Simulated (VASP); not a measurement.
Calculation: PBEsol GGA, VASP's PBE PAW potentials (set 64) (plane waves; VASP).

The input files of a VASP run:

### INCAR
```
SYSTEM = MgO(100) slab
PREC = Normal
ENCUT = 450
EDIFF = 1E-6
NELM = 100
ALGO = Normal
LREAL = .FALSE.
LASPH = .TRUE.
ISMEAR = 0
SIGMA = 0.05
GGA = PS
LWAVE = .FALSE.
LCHARG = .FALSE.
NELMIN = 4
LDIPOL = .TRUE.
IDIPOL = 3
DIPOL = 0.5 0.5 0.5
LVHAR = .TRUE.
LORBIT = 11
```

POSCAR:
```
MgO(100) slab
1
    2.9769200000     0.0000000000     0.0000000000
    0.0000000000     2.9769200000     0.0000000000
    0.0000000000     0.0000000000    27.6300000000
O Mg
6 6
Direct
  0.0000000000   0.5000000000   0.3086212293
  1.0000000000   0.5000000000   0.4619069200
  0.5000000000   1.0000000000   0.3859024644
  0.0000000000   0.5000000000   0.6140975356
  0.5000000000   1.0000000000   0.5380930800
  0.5000000000   1.0000000000   0.6913787707
  0.5000000000   1.0000000000   0.3103702312
  0.0000000000   0.5000000000   0.3855662443
  0.5000000000   1.0000000000   0.4619075252
  0.0000000000   0.5000000000   0.5380924748
  0.5000000000   0.0000000000   0.6144337557
  0.0000000000   0.5000000000   0.6896297688
```

KPOINTS:
```
Regular mesh
0
Gamma
  7 7 1
```

POTCAR, in this order: O Mg (PBE.64 set). Program: vasp_std. Read from the step before: WAVECAR.

Task: What does the run give for the energy per atom (σ→0), band gap (on the k-mesh)?

Result: 
```
Property                                   Value
------------------------  ----------------------
energy per atom (σ→0)     -594.7 kJ/mol of atoms
band gap (on the k-mesh)                 3.72 eV
```

File OSZICAR:
```
       N       E                     dE             d eps       ncg     rms          rms(c)
DAV:   1    -0.739669689085E+02   -0.73967E+02   -0.38230E-05   655   0.374E-02    0.113E-02
DAV:   2    -0.739669658264E+02    0.30821E-05   -0.16469E-05   802   0.294E-02    0.110E-03
DAV:   3    -0.739669659470E+02   -0.12066E-06   -0.16317E-06   491   0.770E-03    0.872E-04
DAV:   4    -0.739669659363E+02    0.10743E-07   -0.16055E-07   485   0.303E-03
   1 F= -.73966966E+02 E0= -.73966966E+02  d E =-.171923E-16
```

The cell is a thin slab with vacuum, built from MgO (rock salt): (100) face.
